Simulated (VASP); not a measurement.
An input for Quantum ESPRESSO's pw.x (written as the equivalent of a VASP run, and not itself run):

```
&CONTROL
  calculation = 'vc-relax'
  pseudo_dir = './pseudo'
  outdir = './out'
  tprnfor = .true.
  tstress = .true.
  nstep = 40
  forc_conv_thr = 0.00078
/
&SYSTEM
  ibrav = 0
  nat = 2
  ntyp = 2
  ecutwfc = 56
  occupations = 'smearing'
  smearing = 'gaussian'
  degauss = 0.003675
  input_dft = 'pz'
/
&ELECTRONS
  conv_thr = 7.3e-08
  electron_maxstep = 100
/
&IONS
/
&CELL
  press = 50
/
ATOMIC_SPECIES
  Rb 85.468 Rb.upf
  Cl 35.450 Cl.upf
CELL_PARAMETERS angstrom
     0.0000000    3.1898232    3.1898232
     3.1898232    0.0000000    3.1898232
     3.1898232    3.1898232    0.0000000
ATOMIC_POSITIONS crystal
  Rb   0.0000000  0.0000000  0.0000000
  Cl   0.5000000  0.5000000  0.5000000
K_POINTS automatic
  7 7 7 0 0 0
```

**Question.** Write the VASP files for the same calculation (LDA).

**Answer.** Several could match; the one computed here: 
**INCAR**
```
SYSTEM=RbCl
PREC=Accurate; ENCUT=500; LREAL=.FALSE.
LASPH=.TRUE.
EDIFF=1E-6; NELM=100; ALGO=Normal
LMAXMIX=4
ISMEAR=0; SIGMA=0.05
IBRION=2; NSW=40; ISIF=3
EDIFFG=-0.02; PSTRESS=50
LWAVE=.FALSE.; LCHARG=.FALSE.
```

### KPOINTS
```
Automatic mesh
0
Gamma
7 7 7
0 0 0
```

**POSCAR**
```
RbCl
1
    0.0000000000     3.1898232436     3.1898232436
    3.1898232436     0.0000000000     3.1898232436
    3.1898232436     3.1898232436     0.0000000000
Rb Cl
1 1
Direct
  0.0000000000   0.0000000000   0.0000000000
  0.5000000000   0.5000000000   0.5000000000
```

POTCAR, in this order: Rb_sv Cl (LDA.64 set). Program: vasp_std.

What does not carry over: the potentials are each code's own (VASP's PAW set, PseudoDojo norm-conserving files in pw.x), so ENCUT and ecutwfc are chosen apart and not converted; conv_thr bounds pw.x's estimated SCF error, while EDIFF bounds the energy change between steps; forc_conv_thr acts on force components and is met together with etot_conv_thr.

The compound is RbCl in the rock salt structure. This run relaxes it under an external pressure of 5 GPa. Symmetry was kept, so distortions that lower it aren't found.
